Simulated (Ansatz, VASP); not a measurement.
# W4Cl (Cl/W(110)): VASP beside Ansatz

Wanted: the spread between two codes on one cell, functional and k mesh. Of the first pair: The structure shown is the start of the Ansatz relaxation below; VASP solves that cell, so the two are compared at the walk's first step.

Program: Ansatz 0.2.0. Level of theory: plane waves, with VASP 6.6.1 beside it; PBE. Results are calculated unless marked as measured.

## Step 1: Set-up

The cell holds 5 atoms: 4 W and 1 Cl. Its edges and angles: a = 2.737 Å, b = 2.737 Å, c = 26.977 Å, α = 90.0°, β = 90.0°, γ = 70.5°. Vacuum lies along c.

As a file:

```cif
data_structure
_symmetry_space_group_name_H-M 'P 1'
_symmetry_Int_Tables_number 1
_cell_length_a 2.7366
_cell_length_b 2.7366
_cell_length_c 26.9766
_cell_angle_alpha 90.000
_cell_angle_beta 90.000
_cell_angle_gamma 70.529
_cell_volume 190.48
loop_
_atom_site_label
_atom_site_type_symbol
_atom_site_fract_x
_atom_site_fract_y
_atom_site_fract_z
_atom_site_occupancy
W1 W 0.00000 0.00000 0.33362 1
W2 W 0.50000 0.50000 0.41645 1
W3 W 0.00000 0.00000 0.50069 1
W4 W 0.50000 0.50000 0.58195 1
Cl5 Cl 0.00000 0.00000 0.66638 1
```

## Step 2: Ansatz: relaxation, PBE

Ansatz runs on its default PAW (the set named soft_2) files.

The two programs are compared at the cell with which this relaxation starts, whose forces are those of its first step.

File input.yaml:

```yaml
crystal:
  lattice:
    - [2.2344574285, -1.58, 0.0]
    - [2.2344574285, 1.58, 0.0]
    - [0.0, 0.0, 26.9765884158]
  atoms:
    - { symbol: W, position: [0.0, 0.0, 0.3336226161] }
    - { symbol: W, position: [0.5, 0.5, 0.4164521197] }
    - { symbol: W, position: [0.0, 0.0, 0.5006857237] }
    - { symbol: W, position: [0.5, 0.5, 0.5819476258] }
    - { symbol: Cl, position: [0.0, 0.0, 0.6663773839] }
kpoints:
  mp_grid: { grid: [12, 12, 1] }
hamiltonian:
  xc: pbe
scf:
  occupations: { method: fermi_dirac, width: 0.1 }
  convergence: { dr2_threshold: 1.0e-08 }
efield:
  axis: 3
  dipole_correction: true
  ramp_position: 0.97
  ramp_width: 0.06
relax:
  f_tol: 0.02
  max_steps: 60
  constraints: [{ sites: [0, 1] }]
output:
  bader: true
  write_potential: true
  write_density: true
  volumetric_format: npy
```

Command:

```sh
$ ansatz run input.yaml --threads 4 --pin off --max-ram 6144MiB --backend cpu --events-out ev --progress --plain --runs-dir out
```

Numbers of over 12 decimals in the logs are rounded to 6 here.

The log of the run:

```text
Engine: ansatz 0.2.0, aarch64-unknown-linux-gnu
Pseudopotentials: kind: paw
Pseudopotential: W, paw, valence charge 14, recommended cutoff 420 eV (normal), W.paw.azcp
Pseudopotential: Cl, paw, valence charge 7, recommended cutoff 420 eV (normal), Cl.paw.azcp
Functional definition: PBE
  parameter kappa = 0.804
  parameter beta = 0.066725
  exchange = pbe_x(kappa = kappa, mu = beta*pi^2/3)
  correlation = pbe_c(beta = beta)
Crystal: 5 atoms, lattice volume = 190.479 Å³
Basis set: ecut = 420 eV, 3781 PW (Γ), exchange–correlation on 40×40×384 points (8 copies of the dense FFT grid, shifted against one another)
Bands: 38, of which v1, the nominal top of the filled ones, is band 32 counted from 1 (31 counted from 0)
Symmetry: 4 space group operations
Space group: Cmm2 (ITA 35), of the structure as read, at distance tolerance 5.8e-5 Å
k-points: 43 of 144
Non-local potential: W, projectors of the file, l = 0: 3, l = 1: 2, l = 2: 2, l = 3: 1
Non-local potential: Cl, projectors of the file, l = 0: 2, l = 1: 2, l = 2: 2
PAW form: soft (Blöchl's): semilocal exchange-correlation on the pseudo side does not see the compensation charge
PAW one-centre angular grid: W, 590 points (default); XC on 64 Gauss nodes
PAW one-centre angular grid: Cl, 110 points (default); XC on 64 Gauss nodes
Initial density: superposition of atomic densities (neutral atoms: chi_scale 0, normalization atom), corrected by the library's trained network
Initial wavefunctions: pseudopotential atomic-orbital guess
Functional: x = pbe(κ = 0.804, μ = 0.219515), c = pbe(β = 0.066725)
SCF iter   1: F=—  HF=-42616.415372 eV  |F-HF|=—  |Δ(HF+E_count)|=         —  Δρ=7.63e-3  dr2=1.66e0  ethr=1.77e-3  p=-0.031 e·Å  D=-2.98e-2 V/Å  ΔV_dip=0.80 eV  dr2_dipole=1.28e-1  V_vac-E_F(+/−)=5.78/4.98 eV  ⟨swp⟩=9.5  Hψ=18196  notcnv=0  defer=11
efield: sawtooth ramp at fractional position 0.9700 (set: `efield.ramp_position`, or a place that a band, a saddle search or an elastic batch's reference lends), width 0.0600; the density the first Hamiltonian is built on has a dipole p = -0.031 e·Å; the dipole correction subtracts the counter field D = -2.98e-2 V/Å, which shifts the + side's vacuum level by +0.80 eV against the − side's; the planar-averaged density in the ramp window peaks in size at 1.4e-5 e/Å³
automatic band count: the SCF goes on with 44 bands, as 38 were too few: the levels above may hold too much charge
preconditioner: auto → LDOS  [metal: Δε(μ)=0.006 eV  Ē_g=7.030 eV  σ=0.100 eV  W_gap=0.01  n_scr=18 (ndim 8)  ℏωp=15.0 eV  f_vac=0.534  D(μ)=3.92/eV (n_scr^D=16)  β→1.0]
SCF iter   2: F=—  HF=-42616.358797 eV  |F-HF|=—  |Δ(HF+E_count)|=   5.66e-2  Δρ=2.92e-3  dr2=7.66e-2  ethr=1.77e-3  p=-0.014 e·Å  D=-1.35e-2 V/Å  ΔV_dip=0.36 eV  dr2_dipole=1.14e-3  V_vac-E_F(+/−)=5.25/4.89 eV  ⟨swp⟩=2.0  Hψ=2429  notcnv=0  defer=43
SCF iter   3: F=—  HF=-42616.353382 eV  |F-HF|=—  |Δ(HF+E_count)|=   5.42e-3  Δρ=8.79e-4  dr2=6.69e-3  ethr=1.22e-4  p=-0.020 e·Å  D=-1.87e-2 V/Å  ΔV_dip=0.51 eV  dr2_dipole=1.20e-4  V_vac-E_F(+/−)=5.39/4.88 eV  ⟨swp⟩=2.0  Hψ=2699  notcnv=0  defer=47
SCF iter   4: F=—  HF=-42616.352642 eV  |F-HF|=—  |Δ(HF+E_count)|=   7.39e-4  Δρ=2.68e-4  dr2=5.36e-4  ethr=1.06e-5  p=-0.017 e·Å  D=-1.65e-2 V/Å  ΔV_dip=0.45 eV  dr2_dipole=6.14e-6  V_vac-E_F(+/−)=5.33/4.88 eV  ⟨swp⟩=2.2  Hψ=2559  notcnv=0  defer=47
SCF iter   5: F=—  HF=-42616.352591 eV  |F-HF|=—  |Δ(HF+E_count)|=   5.16e-5  Δρ=7.00e-5  dr2=2.22e-5  ethr=8.51e-7  p=-0.018 e·Å  D=-1.66e-2 V/Å  ΔV_dip=0.45 eV  dr2_dipole=4.38e-7  V_vac-E_F(+/−)=5.33/4.88 eV  ⟨swp⟩=2.7  Hψ=2769  notcnv=0  defer=47
SCF iter   6: F=—  HF=-42616.352576 eV  |F-HF|=—  |Δ(HF+E_count)|=   1.46e-5  Δρ=1.84e-5  dr2=1.59e-6  ethr=3.53e-8  p=-0.017 e·Å  D=-1.65e-2 V/Å  ΔV_dip=0.45 eV  dr2_dipole=3.41e-7  V_vac-E_F(+/−)=5.32/4.88 eV  ⟨swp⟩=2.1  Hψ=2574  notcnv=0  defer=47
SCF iter   7: F=—  HF=-42616.352796 eV  |F-HF|=—  |Δ(HF+E_count)|=   2.20e-4  Δρ=4.78e-6  dr2=1.26e-7  ethr=2.53e-9  p=-0.017 e·Å  D=-1.65e-2 V/Å  ΔV_dip=0.45 eV  dr2_dipole=6.87e-8  V_vac-E_F(+/−)=5.32/4.88 eV  ⟨swp⟩=2.2  Hψ=2693  notcnv=0  defer=45
SCF iter   8: F=—  HF=-42616.352796 eV  |F-HF|=—  |Δ(HF+E_count)|=   9.37e-8  Δρ=1.32e-6  dr2=1.05e-8  ethr=1.59e-11  p=-0.017 e·Å  D=-1.66e-2 V/Å  ΔV_dip=0.45 eV  dr2_dipole=3.21e-9  V_vac-E_F(+/−)=5.32/4.88 eV  ⟨swp⟩=11.9  Hψ=13875  notcnv=0
SCF iter   9: F=-42616.352796 eV  HF=-42616.352796 eV  |F-HF|=2.86e-9  |Δ(HF+E_count)|=   2.82e-9  Δρ=3.59e-7  dr2=6.62e-10  ethr=1.59e-11  p=-0.017 e·Å  D=-1.66e-2 V/Å  ΔV_dip=0.45 eV  dr2_dipole=9.13e-12  V_vac-E_F(+/−)=5.32/4.88 eV  ⟨swp⟩=10.2  Hψ=11734  notcnv=0
SCF 1 converged in 9 iterations: F = -42616.352796 eV  dr2 = 6.62e-10
  greatest PAW one-centre occupation: 1.000 electrons in one spin orbital (limit 2), on the W atom at site 0 (counted from 0), in its partial waves of l = 0
[...]
efield: sawtooth ramp at fractional position 0.9700 (set: `efield.ramp_position`, or a place that a band, a saddle search or an elastic batch's reference lends), width 0.0600; the density the first Hamiltonian is built on has a dipole p = 0.013 e·Å; the dipole correction subtracts the counter field D = 1.24e-2 V/Å, which shifts the + side's vacuum level by -0.33 eV against the − side's; the planar-averaged density in the ramp window peaks in size at 5.9e-7 e/Å³
preconditioner: auto → LDOS  [metal: Δε(μ)=0.021 eV  Ē_g=7.340 eV  σ=0.100 eV  W_gap=0.05  n_scr=18 (ndim 8)  ℏωp=15.0 eV  f_vac=0.544  D(μ)=3.41/eV (n_scr^D=14)  β→1.0]
SCF iter   2: F=—  HF=-42616.569485 eV  |F-HF|=—  |Δ(HF+E_count)|=   7.62e-3  Δρ=1.47e-3  dr2=3.46e-2  ethr=1.87e-4  p=0.011 e·Å  D=1.08e-2 V/Å  ΔV_dip=-0.29 eV  dr2_dipole=6.93e-3  V_vac-E_F(+/−)=4.59/4.88 eV  ⟨swp⟩=2.0  Hψ=2969  notcnv=0  defer=49
SCF iter   3: F=—  HF=-42616.568225 eV  |F-HF|=—  |Δ(HF+E_count)|=   1.26e-3  Δρ=7.34e-4  dr2=1.78e-3  ethr=5.49e-5  p=0.014 e·Å  D=1.29e-2 V/Å  ΔV_dip=-0.35 eV  dr2_dipole=1.15e-4  V_vac-E_F(+/−)=4.53/4.88 eV  ⟨swp⟩=2.0  Hψ=2633  notcnv=0  defer=49
SCF iter   4: F=—  HF=-42616.567771 eV  |F-HF|=—  |Δ(HF+E_count)|=   4.54e-4  Δρ=1.41e-4  dr2=1.12e-4  ethr=2.82e-6  p=0.013 e·Å  D=1.22e-2 V/Å  ΔV_dip=-0.33 eV  dr2_dipole=1.29e-8  V_vac-E_F(+/−)=4.55/4.88 eV  ⟨swp⟩=3.0  Hψ=3284  notcnv=0  defer=49
SCF iter   5: F=—  HF=-42616.567765 eV  |F-HF|=—  |Δ(HF+E_count)|=   6.09e-6  Δρ=4.16e-5  dr2=1.14e-5  ethr=1.79e-7  p=0.013 e·Å  D=1.25e-2 V/Å  ΔV_dip=-0.34 eV  dr2_dipole=3.35e-8  V_vac-E_F(+/−)=4.54/4.88 eV  ⟨swp⟩=2.2  Hψ=2659  notcnv=0  defer=49
SCF iter   6: F=—  HF=-42616.567734 eV  |F-HF|=—  |Δ(HF+E_count)|=   3.11e-5  Δρ=1.69e-5  dr2=1.83e-6  ethr=1.81e-8  p=0.013 e·Å  D=1.25e-2 V/Å  ΔV_dip=-0.34 eV  dr2_dipole=2.86e-15  V_vac-E_F(+/−)=4.54/4.88 eV  ⟨swp⟩=2.2  Hψ=2813  notcnv=0  defer=49
SCF iter   7: F=—  HF=-42616.567965 eV  |F-HF|=—  |Δ(HF+E_count)|=   2.30e-4  Δρ=4.03e-6  dr2=8.79e-8  ethr=2.90e-9  p=0.013 e·Å  D=1.26e-2 V/Å  ΔV_dip=-0.34 eV  dr2_dipole=4.59e-9  V_vac-E_F(+/−)=4.54/4.88 eV  ⟨swp⟩=2.0  Hψ=2661  notcnv=0  defer=49
SCF iter   8: F=-42616.567965 eV  HF=-42616.567965 eV  |F-HF|=1.28e-8  |Δ(HF+E_count)|=   4.50e-8  Δρ=1.17e-6  dr2=6.10e-9  ethr=1.59e-11  p=0.013 e·Å  D=1.26e-2 V/Å  ΔV_dip=-0.34 eV  dr2_dipole=2.04e-9  V_vac-E_F(+/−)=4.54/4.88 eV  ⟨swp⟩=11.9  Hψ=13908  notcnv=0
SCF 4 converged in 8 iterations: F = -42616.567965 eV  dr2 = 6.10e-9
relax step   4: F+E_penalty+E_count = -42616.56796477 eV  Δ(F+E_penalty+E_count) = -1.554e-2 eV  max|allowed force component| = 1.566e-2 eV/Å  Δτ_max = 0.0779 Å  (8 SCF iters, accepted)
NSCF: frozen V_eff on 43 k-points
the band table was solved once a step of the walk had ended and its energy, with any forces and stress, was formed, with the checks that follow a solve (11139 applications of the Hamiltonian). They found nothing against the state; the energy, forces and stress were not computed again (output.eigenvalues in the input reference)
WARN: The input density's exchange-correlation potential varies sharply where the density is thin. Do not read a vacuum level from v_tot or v_xc, or from such a field of the output density. On a cell that repeats whose density bears no net charge and no dipole along the vacuum's axis use v_es (v_loc + v_h of the components); under efield.dipole_correction with no amplitude use v_es + v_field, which holds any external [...]
SCF converged after 8 iterations
Free energy (F): -42616.567965 eV
Harris-Foulkes:  -42616.567965 eV  (|F-HF|=1.28e-8)
Internal energy: -42616.457104 eV  (E = F + TS)
E sigma→0 (E₀):  -42616.512534 eV
Entropy (-TS):   -0.110861 eV (-22.172 meV/atom)
Fermi energy:    5.627350 eV
Dipole field:    D = 0.012678 V/Å  (p = 0.013346 e·Å, saw-weighted, corrected)
Work function:   Φ+ = 4.5382 eV   Φ− = 4.8802 eV
Levels:          The Fermi level and band energies are counted from a zero that moves with the ramp; work functions are not
--- Per-component energies (eV) ---
  E_band       = -1295.396881
  E_kinetic    = 1961.990667
  E_local      = -91434.064923  (includes V_loc(G=0)·N_el)
  E_nonlocal   = 33.249670
  E_hartree    = 44857.727930
  E_xc         = -1173.672163
  E_vxc        = -1075.716975  (∫ρ·V_xc dr)
  E_paw        = -34909.304112  (= ΣΔE_a)
  E_vpaw       = -496.725547  (= ΣTr[D̂ρ^β])
  E_aug_tail   = -0.000141  (compensation charges beyond the density's cutoff)
  E_efield     = 0.000085  (sawtooth field / dipole correction)
  E_vefield    = 0.422951  (∫n·V_field dr)
  E_ewald      = 38047.615883
  E_smearing   = -0.110861  (= −TS)
  E_closure    = -0.000000  (closes the sum)
  Σ components = -42616.567965   (vs F -42616.567965, Δ=0.00e0)
--- Forces (eV/Å), atoms counted from 1 ---
  atom   1  W     -0.00000000    -0.00000000     0.36534416
  atom   2  W      0.00000000     0.00000000    -0.38453474
  atom   3  W     -0.00000000     0.00000000     0.00133232
  atom   4  W     -0.00000000     0.00000000     0.01566498
  atom   5  Cl    -0.00000000     0.00000000     0.00221763
  max |Σ_I F_I| component: 2.44e-5 eV/Å
--- Band table (eV; the first three rows and the last of 43) ---
  k-point 0: bands = [... 28 lower, 4.1629, 4.3331, 5.0989, 5.2405, 5.7535, 6.6205, 6.8166, 7.4174, ... 8 higher]
  k-point 1: bands = [... 28 lower, 4.0908, 4.4833, 4.9528, 5.1773, 5.5092, 6.6829, 6.7930, 7.1547, ... 8 higher]
  k-point 2: bands = [... 28 lower, 3.8786, 4.6256, 4.7105, 5.0393, 5.6389, 6.6474, 6.8690, 7.0505, ... 8 higher]
  k-point 42: bands = [... 28 lower, 4.3925, 5.6242, 6.2671, 6.7078, 6.8906, 6.9901, 7.5834, 9.2430, ... 8 higher]
--- Relaxed structure (4 steps of the walk, 4 accepted, 0 SCFs on fresh bases) ---
  F+E_penalty+E_count = -42616.56796477 eV   max|allowed force component| = 1.566e-2 eV/Å
  atoms:
    - { symbol: W, position: [0.0, 0.0, 0.333623] }
    - { symbol: W, position: [0.500000, 0.500000, 0.416452] }
    - { symbol: W, position: [2.2640924142616286e-19, 2.2640924142616266e-19, 0.500010] }
    - { symbol: W, position: [0.500000, 0.500000, 0.583101] }
    - { symbol: Cl, position: [3.1305056961610035e-18, 3.130505696160998e-18, 0.657035] }
--- Bader charges: 5 sites ---
  site symbol  charge [e]  shift [e]
     0      W     -0.0638     0.0000
     1      W      0.0750     0.0000
     2      W      0.0347     0.0000
     3      W      0.4617     0.0006
     4     Cl     -0.5076     0.0006
  estimated error of the sums over rays = 4.6e-4 e
```

[end of part 1 of 3]

[Lines on the potential files, build, host, timing and source positions are cut from VASP's logs without a mark.]

[Logs are printed without paths, hosts, clocks, repeated set-up lines and the standing remarks that a program may print on its own settings, such as how far it seeks lower states.]

[Hosts, paths, dates, database ids (printed as entryN), source tags and the programs' standing remarks are cut or masked in the printed files.]
